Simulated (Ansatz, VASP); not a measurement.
# GaAs in two plane-wave programs, part 2 of 2

One calculation is typed for both programs; each brings its own data sets. How far apart do they land? The structure shown comes from an earlier Ansatz run, which isn't shown and may have moved the atoms alone.

VASP 6.6.1 and Ansatz 0.2.0.

So far: Starting point; Ansatz: elastic constants, LDA.

### Step 3. VASP: elastic constants, LDA

Level of this step: LDA; plane waves and PAW (Ga_d, As) (VASP).

The same cell, functional (in two slightly different forms) and mesh now go to VASP, with its own data sets.

Lines of VASP's logs that name or quote its potential files are left out, and so is its time.

Contents of INCAR:

```
SYSTEM = GaAs
PREC = Accurate
ENCUT = 500
EDIFF = 1E-08
NELM = 120
ISMEAR = 0
SIGMA = 0.01
LREAL = .FALSE.
ALGO = Normal
GGA = PW92
NBANDS = 15
LORBIT = 11
LWAVE = .FALSE.
LCHARG = .FALSE.
ISIF = 3
IBRION = 6
NFREE = 2
POTIM = 0.015
NSW = 1
LASPH = .TRUE.
GGA_COMPAT = .FALSE.
EFERMI = MIDGAP
KPAR = 2
```

Contents of POSCAR:

```
GaAs
1.0
    0.0000000000      2.8014543795      2.8014543795
    2.8014543795      0.0000000000      2.8014543795
    2.8014543795      2.8014543795      0.0000000000
Ga As
1 1
Direct
    0.0000000000      0.0000000000      0.0000000000
    0.2500000000      0.2500000000      0.2500000000
```

Contents of KPOINTS:

```
Automatic mesh
0
Gamma
10 10 10
0 0 0
```

PAW data sets: Ga_d and As (LDA family, release 64).

The run is started by

```bash
$ mpirun -np 2 vasp_std
```

Numbers of over 12 decimals in the logs are rounded to 6 here.

What it wrote:

```text
[banner, memory and clock lines left out]
running    2 mpi-ranks, on    1 nodes
 distrk:  each k-point on    1 cores,    2 groups
 distr:  one band on    1 cores,    1 groups

 POSCAR found type information on POSCAR GaAs
 POSCAR found :  2 types and       2 ions
|                                                                             |
|               ----> ADVICE to this user running VASP <----                  |
|                                                                             |
|     You enforced a specific xc type in the INCAR file but a different       |
|     [... a line on the potential file left out ...]
|     I HOPE YOU KNOW WHAT YOU ARE DOING!                                     |
|                                                                             |

 LDA part: xc-table for (Slater(with rela. corr.)+PW92), standard interpolation
 POSCAR, INCAR and KPOINTS ok, starting setup
 FFT: planning ... GRIDC
 FFT: planning ... GRID_SOFT
 FFT: planning ... GRID
 WAVECAR not read
 entering main loop
       N       E                     dE             d eps       ncg     rms          rms(c)
DAV:   1     0.797348014099E+02    0.79735E+02   -0.88632E+03  1442   0.162E+03
DAV:   2    -0.344874949403E+01   -0.83184E+02   -0.79112E+02  1571   0.310E+02
DAV:   3    -0.976775806541E+01   -0.63190E+01   -0.62724E+01  1760   0.686E+01
DAV:   4    -0.986988491583E+01   -0.10213E+00   -0.10209E+00  1683   0.940E+00
DAV:   5    -0.987146191636E+01   -0.15770E-02   -0.15770E-02  1795   0.108E+00    0.307E+00
DAV:   6    -0.968174355018E+01    0.18972E+00   -0.22977E-01  2192   0.883E+00    0.180E+00
DAV:   7    -0.963881569271E+01    0.42928E-01   -0.67834E-02  2012   0.202E+00    0.525E-01
DAV:   8    -0.963563564136E+01    0.31801E-02   -0.91105E-03  1746   0.111E+00    0.110E-01
DAV:   9    -0.963560447441E+01    0.31167E-04   -0.71699E-04  1747   0.340E-01    0.416E-02
DAV:  10    -0.963560925434E+01   -0.47799E-05   -0.41094E-05  2213   0.704E-02    0.218E-02
DAV:  11    -0.963561405319E+01   -0.47988E-05   -0.66033E-06  1627   0.402E-02    0.246E-03
DAV:  12    -0.963561393790E+01    0.11529E-06   -0.47348E-07  2070   0.994E-03    0.196E-03
DAV:  13    -0.963561393837E+01   -0.47157E-09   -0.67895E-08  1698   0.209E-03
   1 F= -.96356139E+01 E0= -.96356139E+01  d E =0.000000E+00
[... from here on, the cycles between the ionic steps are left out ...]
   2 F= -.96331319E+01 E0= -.96331319E+01  d E =-.528282-170
   3 F= -.96307698E+01 E0= -.96307698E+01  d E =0.000000E+00
   9 F= -.96331044E+01 E0= -.96331044E+01  d E =0.000000E+00
  10 F= -.96331046E+01 E0= -.96331046E+01  d E =0.000000E+00
  11 F= -.96331044E+01 E0= -.96331044E+01  d E =0.000000E+00
  12 F= -.96331046E+01 E0= -.96331046E+01  d E =0.000000E+00
  13 F= -.96331044E+01 E0= -.96331044E+01  d E =0.000000E+00
  14 F= -.96345139E+01 E0= -.96345139E+01  d E =0.000000E+00
  15 F= -.96345139E+01 E0= -.96345139E+01  d E =0.000000E+00
  16 F= -.96345206E+01 E0= -.96345206E+01  d E =0.000000E+00
 Finite differences progress:
  Degree of freedom:   8/  8
  Displacement:        1/  2
  Total:              15/ 16
 bond charge predicted
       N       E                     dE             d eps       ncg     rms          rms(c)
DAV:   1    -0.963394657849E+01    0.57397E-03   -0.25616E-01  5200   0.216E+00    0.137E-01
DAV:   2    -0.963461334829E+01   -0.66677E-03   -0.91849E-03  6656   0.620E-01    0.663E-02
DAV:   3    -0.963452422028E+01    0.89128E-04   -0.15817E-04  5992   0.141E-01    0.181E-02
DAV:   4    -0.963452061087E+01    0.36094E-05   -0.21391E-05  7118   0.427E-02    0.421E-03
DAV:   5    -0.963452055517E+01    0.55699E-07   -0.20631E-06  5886   0.135E-02    0.783E-04
DAV:   6    -0.963452056897E+01   -0.13797E-07   -0.12140E-07  6810   0.350E-03    0.440E-04
DAV:   7    -0.963452056855E+01    0.41746E-09   -0.46508E-09  4231   0.737E-04
  17 F= -.96345206E+01 E0= -.96345206E+01  d E =0.000000E+00
 Finite differences progress:
  Degree of freedom:   8/  8
  Displacement:        2/  2
  Total:              16/ 16
```

Parts of OUTCAR (step 3):

```text
ion  position               nearest neighbor table
   1  0.000  0.000  0.000-   2 2.43   2 2.43   2 2.43   2 2.43
   2  0.250  0.250  0.250-   1 2.43   1 2.43   1 2.43   1 2.43

  LATTYP: Found a face centered cubic cell.
 ALAT       =     5.6029087590

 Subroutine GETGRP returns: Found 24 space group operations
 (whereof 24 operations were pure point group operations)

The static configuration has the point symmetry T_d .

 Found     47 irreducible k-points:

   k-points           NKPTS =     47   k-points in BZ     NKDIM =     47   number of bands    NBANDS=     15

   dimension x,y,z NGX =    30 NGY =   30 NGZ =   30
   dimension x,y,z NGXF=    60 NGYF=   60 NGZF=   60

   ENCUT  =  500.0 eV  36.75 Ry    6.06 a.u.   7.22  7.22  7.22*2*pi/ulx,y,z

   NELECT =      18.0000    total number of electrons

 k-points in reciprocal lattice and weights: Automatic mesh
   0.00000000  0.00000000  0.00000000       0.001
   0.10000000  0.00000000  0.00000000       0.008
   0.20000000  0.00000000  0.00000000       0.008
   0.30000000  0.00000000  0.00000000       0.008
   0.40000000  0.00000000  0.00000000       0.008
   0.50000000  0.00000000  0.00000000       0.004
   0.10000000  0.10000000  0.00000000       0.006
   0.20000000  0.10000000  0.00000000       0.024
   0.30000000  0.10000000  0.00000000       0.024
[...]
-0.30000000  0.40000000  0.20000000       0.024
  -0.30000000  0.50000000  0.20000000       0.012

 average (electrostatic) potential at core
       1 -67.3084       2 -53.5570

 E-fermi :   4.3575

 k-point     1 :       0.0000    0.0000    0.0000
  band No.  band energies     occupation
    ...
      5     -10.8346      2.00000
      6      -8.8951      2.00000
      7       4.0191      2.00000
      8       4.0673      2.00000
      9       4.1134      2.00000
     10       4.6016      0.00000
     11       7.7178      0.00000
     12       7.7489      0.00000
     13       7.7823      0.00000
     14      11.4992      0.00000
    ...

 k-point     2 :       0.1000    0.0000    0.0000
  band No.  band energies     occupation
    ...
      5     -10.8347      2.00000
      6      -8.7729      2.00000
      7       2.4976      2.00000
      8       3.8821      2.00000
      9       3.9432      2.00000
     10       5.5619      0.00000
     11       7.9640      0.00000
     12       7.9951      0.00000
     13       8.0350      0.00000
     14      12.1762      0.00000
    ...

 k-point     3 :       0.2000    0.0000    0.0000
  band No.  band energies     occupation
    ...
      5     -10.8347      2.00000
      6      -8.4214      2.00000
      7       0.6620      2.00000
      8       3.5198      2.00000
      9       3.5809      2.00000
     10       5.6388      0.00000
     11       8.4363      0.00000
     12       8.5009      0.00000
     13       9.2158      0.00000
     14      13.0082      0.00000
    ...

  Total        0.0764067      0.0789046      0.0789046      0.0000000      0.1163508      0.0000000
  in kB        2.7839488      2.8749617      2.8749617      0.0000000      4.2393507      0.0000000
  external PRESSURE =       2.8446241 kB  Pullay stress =       0.0000000 kB

  energy-cutoff  :      500.00
  volume of cell :       43.97
      direct lattice vectors                 reciprocal lattice vectors
     0.000000000  2.801454379  2.801454379    -0.178478723  0.178478723  0.178478723
     2.801454379  0.000000000  2.801454379     0.178478723 -0.178478723  0.178478723
     2.801454379  2.801454379  0.000000000     0.178478723  0.178478723 -0.178478723

 POSITION                                       TOTAL-FORCE (eV/Angst)
 -----------------------------------------------------------------------------------
      0.00000      0.00000      0.00000        -0.145738      0.000000      0.000000
      1.38573      1.40073      1.40073         0.145738      0.000000      0.000000
 -----------------------------------------------------------------------------------
    total drift:                                0.000058      0.000000      0.000001

  FREE ENERGIE OF THE ION-ELECTRON SYSTEM (eV)
  ---------------------------------------------------
  free  energy   TOTEN  =        -9.6345205686 eV

  energy  without entropy=       -9.6345205686  energy(sigma->0) =       -9.63452057

  SYMMETRIZED ELASTIC MODULI (kBar)
 Direction    XX          YY          ZZ          XY          YZ          ZX
 --------------------------------------------------------------------------------
 XX        1182.8851    543.8632    543.8632      0.0000     -0.0000     -0.0000
 YY         543.8632   1182.8851    543.8632     -0.0000     -0.0000      0.0000
 ZZ         543.8632    543.8632   1182.8851      0.0000      0.0000     -0.0000
 XY           0.0000     -0.0000      0.0000    814.4965      0.0000      0.0000
 YZ          -0.0000     -0.0000      0.0000      0.0000    814.4965      0.0000
 ZX          -0.0000      0.0000     -0.0000      0.0000      0.0000    814.4965
 --------------------------------------------------------------------------------

 Eigenvectors and eigenvalues of the dynamical matrix
 ----------------------------------------------------

   1 f  =    8.112639 THz    50.973212 2PiTHz  270.608499 cm-1    33.551163 meV
             X         Y         Z           dx          dy          dz
      0.000000  0.000000  0.000000     0.720079    0.000000    0.000000
      1.400727  1.400727  1.400727    -0.693892    0.000000    0.000000

   2 f  =    8.112639 THz    50.973212 2PiTHz  270.608499 cm-1    33.551163 meV
             X         Y         Z           dx          dy          dz
      0.000000  0.000000  0.000000     0.000000   -0.720079    0.000000
      1.400727  1.400727  1.400727    -0.000000    0.693892    0.000000

   3 f  =    8.112639 THz    50.973212 2PiTHz  270.608499 cm-1    33.551163 meV
             X         Y         Z           dx          dy          dz
      0.000000  0.000000  0.000000     0.000000   -0.000000   -0.720079
      1.400727  1.400727  1.400727     0.000000   -0.000000    0.693892

   4 f/i=    0.004403 THz     0.027667 2PiTHz    0.146880 cm-1     0.018211 meV
             X         Y         Z           dx          dy          dz
      0.000000  0.000000  0.000000    -0.258739    0.271550    0.583782
      1.400727  1.400727  1.400727    -0.268504    0.281798    0.605813

   5 f/i=    0.004403 THz     0.027667 2PiTHz    0.146880 cm-1     0.018211 meV
             X         Y         Z           dx          dy          dz
      0.000000  0.000000  0.000000    -0.376517    0.446546   -0.374590
      1.400727  1.400727  1.400727    -0.390727    0.463398   -0.388727

   6 f/i=    0.004403 THz     0.027667 2PiTHz    0.146880 cm-1     0.018211 meV
             X         Y         Z           dx          dy          dz
      0.000000  0.000000  0.000000    -0.522279   -0.456447   -0.019161
      1.400727  1.400727  1.400727    -0.541989   -0.473673   -0.019884

 ELASTIC MODULI CONTR FROM IONIC RELAXATION (kBar)
 Direction    XX          YY          ZZ          XY          YZ          ZX
 --------------------------------------------------------------------------------
 XX          -0.0000     -0.0000     -0.0000     -0.0000     -0.0000     -0.0000
 YY          -0.0000     -0.0000     -0.0000     -0.0000     -0.0000      0.0000
 ZZ          -0.0000     -0.0000     -0.0000     -0.0000     -0.0000     -0.0000
 XY          -0.0000     -0.0000     -0.0000   -225.6963      0.0000      0.0000
 YZ          -0.0000     -0.0000     -0.0000      0.0000   -225.6963      0.0000
 ZX          -0.0000      0.0000     -0.0000      0.0000      0.0000   -225.6963
 --------------------------------------------------------------------------------

 TOTAL ELASTIC MODULI (kBar)
 Direction    XX          YY          ZZ          XY          YZ          ZX
 --------------------------------------------------------------------------------
 XX        1182.8851    543.8632    543.8632      0.0000     -0.0000     -0.0000
 YY         543.8632   1182.8851    543.8632     -0.0000     -0.0000      0.0000
 ZZ         543.8632    543.8632   1182.8851     -0.0000     -0.0000     -0.0000
 XY           0.0000     -0.0000     -0.0000    588.8001      0.0000      0.0000
 YZ          -0.0000     -0.0000     -0.0000      0.0000    588.8001      0.0000
 ZX          -0.0000      0.0000     -0.0000      0.0000      0.0000    588.8001
 --------------------------------------------------------------------------------

 total charge
# of ion       s       p       d       tot
------------------------------------------
    1        0.895   0.832   9.998  11.726
    2        1.216   1.614   0.033   2.863
--------------------------------------------------
tot          2.112   2.447  10.031  14.589

[... 3 further parts left out ...]
```

The last energy, forces, stress and levels in OUTCAR belong to the last displaced cell, not to the cell of POSCAR.

Levels, forces or a CONTCAR printed for this step are those of its last displaced cell, not of the structure at rest.

### Step 4. Differences

Known differences besides the potentials themselves: fixed occupations in Ansatz, narrow Gaussian smearing in VASP; the data sets hold 28 valence electrons in Ansatz (on its default PAW (the set named soft_2) files) and 18 in VASP; the cutoff is 420 eV in Ansatz and 500 eV in VASP; VASP's log shows a relativistic correction to its local exchange, Ansatz's none; VASP takes each elastic constant from one size of strain, Ansatz from those that its log lists. Total energies have different zeros and are not compared.

The two programs side by side:

| quantity | Ansatz | VASP | difference |
| --- | --- | --- | --- |
| C11 (GPa) | 117.0 | 118.3 | -1.05 % |
| C22 (GPa) | 117.0 | 118.3 | -1.05 % |
| C33 (GPa) | 117.0 | 118.3 | -1.05 % |
| C12 (GPa) | 53.1 | 54.4 | -2.42 % |
| C13 (GPa) | 53.1 | 54.4 | -2.42 % |
| C23 (GPa) | 53.1 | 54.4 | -2.42 % |
| C44 (GPa) | 58.6 | 58.9 | -0.43 % |
| C55 (GPa) | 58.6 | 58.9 | -0.43 % |
| C66 (GPa) | 58.6 | 58.9 | -0.43 % |

### Step 5. Outcome

```json
{
 "difference in C12 (elastic constants, LDA)": "-2.4 %"
}
```

What this shows: The difference in C12 is -2.4 % (elastic constants, LDA), within the 5 % picked in this series as the mark of a large difference. The data sets hold unlike numbers of valence electrons (28 in Ansatz and 18 in VASP), so part of the differences comes from the potentials. How closely two codes agree says nothing of how well the functional describes the real material.

[Lines on the potential files, build, host, timing and source positions are cut from VASP's logs without a mark.]

[Logs are printed without paths, hosts, clocks, repeated set-up lines and the standing remarks that a program may print on its own settings, such as how far it seeks lower states.]

[Hosts, paths, dates, database ids (printed as entryN), source tags and the programs' standing remarks are cut or masked in the printed files.]
